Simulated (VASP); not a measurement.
Data:

```yaml
crystal:
  lattice:
    - [4.86832, -8.43217, 0.00000]
    - [4.86832, 8.43217, 0.00000]
    - [0.00000, 0.00000, 10.55628]
  atoms:
    - { symbol: Ga, position: [0.22222, 0.11111, 0.25000] }
    - { symbol: Ga, position: [0.11111, 0.22222, 0.00000] }
    - { symbol: Ga, position: [0.22222, 0.11111, 0.75000] }
    - { symbol: Ga, position: [0.11111, 0.22222, 0.50000] }
    - { symbol: Ga, position: [0.22222, 0.44444, 0.25000] }
    - { symbol: Ga, position: [0.11111, 0.55556, 0.00000] }
    - { symbol: Ga, position: [0.22222, 0.44444, 0.75000] }
    - { symbol: Ga, position: [0.11111, 0.55556, 0.50000] }
    - { symbol: Ga, position: [0.22222, 0.77778, 0.25000] }
    - { symbol: Ga, position: [0.11111, 0.88889, 0.00000] }
    - { symbol: Ga, position: [0.22222, 0.77778, 0.75000] }
    - { symbol: Ga, position: [0.11111, 0.88889, 0.50000] }
    - { symbol: Ga, position: [0.55556, 0.11111, 0.25000] }
    - { symbol: Ga, position: [0.44444, 0.22222, 0.00000] }
    - { symbol: Ga, position: [0.55556, 0.11111, 0.75000] }
    - { symbol: Ga, position: [0.44444, 0.22222, 0.50000] }
    - { symbol: Ga, position: [0.55556, 0.44444, 0.25000] }
    - { symbol: Ga, position: [0.44444, 0.55556, 0.00000] }
    - { symbol: Ga, position: [0.55556, 0.44444, 0.75000] }
    - { symbol: Ga, position: [0.44444, 0.55556, 0.50000] }
    - { symbol: Ga, position: [0.55556, 0.77778, 0.25000] }
    - { symbol: Ga, position: [0.44444, 0.88889, 0.00000] }
    - { symbol: Ga, position: [0.55556, 0.77778, 0.75000] }
    - { symbol: Ga, position: [0.44444, 0.88889, 0.50000] }
    - { symbol: Ga, position: [0.88889, 0.11111, 0.25000] }
    - { symbol: Ga, position: [0.77778, 0.22222, 0.00000] }
    - { symbol: Ga, position: [0.88889, 0.11111, 0.75000] }
    - { symbol: Ga, position: [0.77778, 0.22222, 0.50000] }
    - { symbol: Ga, position: [0.88889, 0.44444, 0.25000] }
    - { symbol: Ga, position: [0.77778, 0.55556, 0.00000] }
    - { symbol: Ga, position: [0.88889, 0.44444, 0.75000] }
    - { symbol: Ga, position: [0.77778, 0.55556, 0.50000] }
    - { symbol: Ga, position: [0.88889, 0.77778, 0.25000] }
    - { symbol: Ga, position: [0.77778, 0.88889, 0.00000] }
    - { symbol: Ga, position: [0.88889, 0.77778, 0.75000] }
    - { symbol: Ga, position: [0.77778, 0.88889, 0.50000] }
    - { symbol: N, position: [0.22222, 0.11111, 0.43850] }
    - { symbol: N, position: [0.11111, 0.22222, 0.18850] }
    - { symbol: N, position: [0.22222, 0.11111, 0.93850] }
    - { symbol: N, position: [0.11111, 0.22222, 0.68850] }
    - { symbol: N, position: [0.22222, 0.44444, 0.43850] }
    - { symbol: N, position: [0.11111, 0.55556, 0.18850] }
    - { symbol: N, position: [0.22222, 0.44444, 0.93850] }
    - { symbol: N, position: [0.11111, 0.55556, 0.68850] }
    - { symbol: N, position: [0.22222, 0.77778, 0.43850] }
    - { symbol: N, position: [0.11111, 0.88889, 0.18850] }
    - { symbol: N, position: [0.22222, 0.77778, 0.93850] }
    - { symbol: N, position: [0.11111, 0.88889, 0.68850] }
    - { symbol: N, position: [0.55556, 0.11111, 0.43850] }
    - { symbol: N, position: [0.44444, 0.22222, 0.18850] }
    - { symbol: N, position: [0.55556, 0.11111, 0.93850] }
    - { symbol: N, position: [0.44444, 0.22222, 0.68850] }
    - { symbol: N, position: [0.55556, 0.44444, 0.43850] }
    - { symbol: N, position: [0.44444, 0.55556, 0.18850] }
    - { symbol: N, position: [0.55556, 0.44444, 0.93850] }
    - { symbol: N, position: [0.44444, 0.55556, 0.68850] }
    - { symbol: N, position: [0.55556, 0.77778, 0.43850] }
    - { symbol: N, position: [0.44444, 0.88889, 0.18850] }
    - { symbol: N, position: [0.55556, 0.77778, 0.93850] }
    - { symbol: N, position: [0.44444, 0.88889, 0.68850] }
    - { symbol: N, position: [0.88889, 0.11111, 0.43850] }
    - { symbol: N, position: [0.77778, 0.22222, 0.18850] }
    - { symbol: N, position: [0.88889, 0.11111, 0.93850] }
    - { symbol: N, position: [0.77778, 0.22222, 0.68850] }
    - { symbol: N, position: [0.88889, 0.44444, 0.43850] }
    - { symbol: N, position: [0.77778, 0.55556, 0.18850] }
    - { symbol: N, position: [0.88889, 0.44444, 0.93850] }
    - { symbol: N, position: [0.77778, 0.55556, 0.68850] }
    - { symbol: N, position: [0.88889, 0.77778, 0.43850] }
    - { symbol: N, position: [0.77778, 0.88889, 0.18850] }
    - { symbol: N, position: [0.88889, 0.77778, 0.93850] }
    - { symbol: N, position: [0.77778, 0.88889, 0.68850] }
```

Method: PBE GGA, VASP's PBE PAW potentials (set 64) (plane waves; VASP 6.6.1). Settings: PREC = Normal, LREAL = Auto, EDIFF = 1E-5, 400 eV cut-off, 1×1×1 Γ-centred mesh, Gaussian smearing of 0.050 eV, potentials Ga N.

At this cut-off the stress carries a Pulay error, which pulls relaxed volumes low. The supercell is sampled at Γ alone, which is coarse: total energies, pressure and levels can be off, energies of defects by several tenths of an eV.

Problem. Predict the energy per atom (σ→0), pressure.

Solution. 
```json
{
  "energy per atom (σ→0)": "-6.015 eV/atom",
  "pressure": "-2.34 GPa"
}
```

Total energies compare only between runs with the same potentials, cut-off and functional.

The cell is a supercell, built from GaN (wurtzite).
